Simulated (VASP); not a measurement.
Energy against volume of Ti (hcp). Calculation: optB88-vdW, VASP's PBE PAW potentials (set 64) (plane waves; VASP). Run with 520 eV cut-off, 14×14×8 Γ-centred mesh, first-order Methfessel-Paxton smearing of 0.10 eV, potentials Ti_sv.

Shape and ions are relaxed at each volume.

```tsv
V (Å³/atom)	E (eV/atom)
16.560	-4.78714
17.072	-4.79303
17.584	-4.78789
18.097	-4.77316
```

Problem. Fit these four points and predict the energy of the run at 16.048 Å³/atom.

Solution. A cubic in V^(−2/3), the third-order Birch-Murnaghan form, passes through the four points with V0 = 17.08 Å³/atom and B0 = 115 GPa, and gives -4.7685 eV/atom there. The run gave -4.7686 eV/atom, -0.1 meV/atom from the fit; all five points give B0 = 114 GPa.

The compound is Ti in the hcp structure. It was relaxed first.
